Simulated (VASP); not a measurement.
All values below come from PBE GGA, VASP's PBE PAW potentials (set 64) (plane waves; VASP 6.6.1).

The input files of a VASP run:

### POSCAR
```
SrVO3
1.0
  3.8286736959   0.0000000000   0.0000000000
  0.0000000000   3.8286736959   0.0000000000
  0.0000000000   0.0000000000   3.8286736959
Sr V O
1 1 3
direct
  0.0000000000   0.0000000000   0.0000000000
  0.5000000000   0.5000000000   0.5000000000
  0.5000000000   0.0000000000   0.5000000000
  0.0000000000   0.5000000000   0.5000000000
  0.5000000000   0.5000000000   0.0000000000
```

**INCAR**
```
ALGO=Normal
EDIFF=1E-6
EDIFFG=-0.02
ENCUT=620
GGA=PE
IBRION=2
ISIF=3
ISMEAR=1
LASPH=.TRUE.
LCHARG=.FALSE.
LMAXMIX=4
LREAL=.FALSE.
LWAVE=.FALSE.
NELM=100
NSW=40
PREC=Accurate
PSTRESS=50
SIGMA=0.1
SYSTEM=SrVO3
```

### KPOINTS
```
Automatic mesh
0
Gamma
8 8 8
0 0 0
```

POTCAR, in this order: Sr_sv V_sv O (PBE.64 set). Program: vasp_std.

Output of the run:

### OSZICAR
```
       N       E                     dE             d eps       ncg     rms          rms(c)
DAV:   1     0.501939932034E+03    0.50194E+03   -0.26705E+04  1680   0.205E+03
DAV:   2    -0.156490253421E+02   -0.51759E+03   -0.51351E+03  2096   0.523E+02
DAV:   3    -0.486042487147E+02   -0.32955E+02   -0.32625E+02  1768   0.139E+02
DAV:   4    -0.496969474201E+02   -0.10927E+01   -0.10923E+01  2880   0.228E+01
DAV:   5    -0.497103830401E+02   -0.13436E-01   -0.13416E-01  2088   0.204E+00    0.396E+01
DAV:   6    -0.408534077654E+02    0.88570E+01   -0.95284E+01  2216   0.751E+01    0.187E+01
DAV:   7    -0.399067177632E+02    0.94669E+00   -0.30574E+01  1936   0.498E+01    0.176E+01
DAV:   8    -0.392496499760E+02    0.65707E+00   -0.34046E+00  1984   0.170E+01    0.393E+00
DAV:   9    -0.392762985285E+02   -0.26649E-01   -0.29508E-01  2160   0.376E+00    0.180E+00
DAV:  10    -0.392628765839E+02    0.13422E-01   -0.22675E-01  1848   0.455E+00    0.718E-01
DAV:  11    -0.392581492835E+02    0.47273E-02   -0.38560E-02  1816   0.174E+00    0.234E-01
DAV:  12    -0.392579978518E+02    0.15143E-03   -0.26207E-03  2128   0.474E-01    0.908E-02
DAV:  13    -0.392579827614E+02    0.15090E-04   -0.24071E-04  2016   0.132E-01    0.157E-02
DAV:  14    -0.392579842284E+02   -0.14670E-05   -0.44490E-05  2064   0.455E-02    0.144E-02
DAV:  15    -0.392579837636E+02    0.46476E-06   -0.13608E-05  1944   0.328E-02    0.104E-02
DAV:  16    -0.392579834661E+02    0.29760E-06   -0.19278E-06  1352   0.139E-02
   1 F= -.37506506E+02 E0= -.37505746E+02  d E =-.375065E+02
```

**OUTCAR**
```
------------------------ aborting loop because EDIFF is reached ----------------------------------------
  FORCE on cell =-STRESS in cart. coord.  units (eV):
  Direction    XX          YY          ZZ          XY          YZ          ZX
  --------------------------------------------------------------------------------------
  Total        1.7546589      1.7546589      1.7546589      0.0000000      0.0000000      0.0000000
  in kB       50.0908289     50.0908289     50.0908289      0.0000000      0.0000000      0.0000000
  external PRESSURE =       0.0908289 kB  Pullay stress =      50.0000000 kB
  volume of cell :       56.12
      direct lattice vectors                 reciprocal lattice vectors
     3.828673696  0.000000000  0.000000000     0.261187053  0.000000000  0.000000000
     0.000000000  3.828673696  0.000000000     0.000000000  0.261187053  0.000000000
     0.000000000  0.000000000  3.828673696     0.000000000  0.000000000  0.261187053
 POSITION                                       TOTAL-FORCE (eV/Angst)
 -----------------------------------------------------------------------------------
      0.00000      0.00000      0.00000         0.000000      0.000000      0.000000
      1.91434      1.91434      1.91434         0.000000      0.000000      0.000000
      1.91434      0.00000      1.91434         0.000000      0.000000      0.000000
      0.00000      1.91434      1.91434         0.000000      0.000000      0.000000
      1.91434      1.91434      0.00000         0.000000      0.000000      0.000000
 -----------------------------------------------------------------------------------
    total drift:                                0.000000     -0.000000     -0.000000
  FREE ENERGIE OF THE ION-ELECTRON SYSTEM (eV)
  ---------------------------------------------------
  free  energy   TOTEN  =       -39.2579834661 eV

  energy  without entropy=      -39.2557030320  energy(sigma->0) =      -39.25722332
  enthalpy is  TOTEN    =       -37.5065062765 eV   P V=        1.7514771896

 reached required accuracy - stopping structural energy minimisation
```
(Selected blocks of OUTCAR.)

The compound is SrVO3 in the cubic perovskite structure. It was relaxed first under an external pressure of 5 GPa. The run is not spin-polarised, so no magnetic state was tried. The electron count is odd and the run is not spin-polarised, which forces a metal.
